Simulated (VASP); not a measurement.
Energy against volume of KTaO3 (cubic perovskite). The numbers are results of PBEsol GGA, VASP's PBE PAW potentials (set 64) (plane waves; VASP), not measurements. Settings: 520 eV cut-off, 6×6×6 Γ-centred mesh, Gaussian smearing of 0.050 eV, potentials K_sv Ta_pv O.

| V (Å³/atom) | E (eV/atom) |
|---|---|
| 11.942 | -8.55040 |
| 12.323 | -8.57583 |
| 12.704 | -8.58405 |
| 13.085 | -8.57766 |

Q: Fit these four points and predict the energy of the run at 13.466 Å³/atom.

A: A cubic in V^(−2/3), the third-order Birch-Murnaghan form, passes through the four points with V0 = 12.72 Å³/atom and B0 = 203 GPa, and gives -8.5588 eV/atom there. The run gave -8.5589 eV/atom, -0.1 meV/atom from the fit; all five points give B0 = 203 GPa.

The compound is KTaO3 in the cubic perovskite structure. It was relaxed first.
